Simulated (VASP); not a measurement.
Consider the following.

```yaml
crystal:
  lattice:
    - [0.00000, 2.02852, 2.02852]
    - [2.02852, 0.00000, 2.02852]
    - [2.02852, 2.02852, 0.00000]
  atoms:
    - { symbol: Li, position: [0.00000, 0.00000, 0.00000] }
    - { symbol: F, position: [0.50000, 0.50000, 0.50000] }
```

All values below come from PBE GGA, VASP's PBE PAW potentials (set 64) (plane waves; VASP). Run with PREC = Normal, EDIFF = 1E-5, 450 eV cut-off, 12×12×12 Γ-centred mesh, Gaussian smearing of 0.050 eV, potentials Li_sv F.

At this cut-off the stress carries a Pulay error, which pulls relaxed volumes low.

Question: Give the stress tensor in GPa (positive for a compressed cell).

Answer: 
```
-2.96   0.00   0.00
 0.00  -2.96   0.00
 0.00   0.00  -2.96
```
The pressure is its mean diagonal, -2.96 GPa.

The compound is LiF in the rock salt structure. It was relaxed first.
